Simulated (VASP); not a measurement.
Calculation: r2SCAN meta-GGA, VASP's PBE PAW potentials (set 64) (plane waves; VASP 6.6.1).

Input for VASP

KPOINTS:
```
Automatic
0
G
8 8 8
0 0 0
```

INCAR:
```
! general
SYSTEM  = GaSb
PREC    = Accurate
ENCUT   = 480   ! plane-wave cut-off (eV)
LREAL   = .False.
LASPH   = .True.   ! aspherical one-centre terms

! electronic loop
EDIFF   = 1E-7   ! SCF stop (eV)
NELM    = 100   ! most electronic steps
ALGO    = Normal   ! blocked Davidson
LMAXMIX = 4   ! l cut-off of mixed one-centre charges
LMIXTAU = .True.

! smearing
ISMEAR  = 0   ! Gaussian
SIGMA   = 0.05   ! width (eV)

! functional
METAGGA = R2SCAN

! ions
ISIF    = 2

! output
LWAVE   = .False.
LCHARG  = .False.
```

### POSCAR
```
GaSb
1
    0.0000000000     3.0635876920     2.9716800613
    3.0635876920     0.0000000000     2.9716800613
    3.0635876920     3.0635876920     0.0000000000
Ga Sb
1 1
Direct
  0.0000000000   0.0000000000   0.0000000000
  0.2500000000   0.2500000000   0.2500000000
```

POTCAR, in this order: Ga_d Sb (PBE.64 set). Program: vasp_std.

Problem. What will the output report for the number of irreducible k-points (NKPTS), number of bands (NBANDS), largest plane-wave count, number of space-group operations, FFT grid (NGX, NGY, NGZ)?

Solution. 
```
Quantity                                       Value
--------------------------------------  ------------
number of irreducible k-points (NKPTS)            59
number of bands (NBANDS)                          13
largest plane-wave count                        1351
number of space-group operations                   8
FFT grid (NGX, NGY, NGZ)                30 × 30 × 32
```

The compound is GaSb in the zinc blende structure. This cell was strained or had an atom moved on purpose.
